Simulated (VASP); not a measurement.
Fe:

```
CELL_PARAMETERS angstrom
-1.44300 1.44300 1.44300
1.44300 -1.44300 1.44300
1.44300 1.44300 -1.44300
ATOMIC_POSITIONS crystal
Fe 0.00000 0.00000 0.00000
```

```yaml
Program: VASP 6.6.1
Task: relaxation of cell and atoms
Functional: LDA
Potentials_or_basis: VASP PAW LDA potentials, release 64 (Fe)
Cutoff: 600 eV
k_mesh: 18 × 18 × 18
Occupations: methfessel-paxton, width 0.1 eV
Spin: collinear spin, ferromagnetic start
Starting_moments: "[4.0] μB"
```

At the start: pressure -26.6 GPa; volume 12.02 Å³/atom.

How do energy, volume and symmetry change on relaxing?

Over 7 steps the energy falls by 155.6 meV/atom and the volume is 10.36 Å³/atom (-13.8 %); space group Im-3m (No. 229, to 0.05 Å); moment 1.95 μB per cell.

Step by step:
| step | energy change (eV) | largest force (eV/Å) | pressure (GPa) | volume (Å³) |
| --- | --- | --- | --- | --- |
| 1 | 0.0000 | 0.0000 | -26.56 | 12.02 |
| 2 | 0.0693 | 0.0000 | 56.51 | 8.88 |
| 3 | -0.1554 | 0.0000 | -1.35 | 10.41 |
| 4 | -0.1556 | 0.0000 | -0.48 | 10.37 |
| 5 | -0.1556 | 0.0000 | 0.32 | 10.34 |
| 6 | -0.1556 | 0.0000 | -0.17 | 10.37 |
| 7 | -0.1556 | 0.0000 | -0.05 | 10.36 |

Final structure:
```
CELL_PARAMETERS angstrom
-1.37319 1.37319 1.37319
1.37319 -1.37319 1.37319
1.37319 1.37319 -1.37319
ATOMIC_POSITIONS crystal
Fe 0.00000 0.00000 0.00000
```

Caveat: the volume moved by -14 % from the deposited cell, more than functionals usually miss.
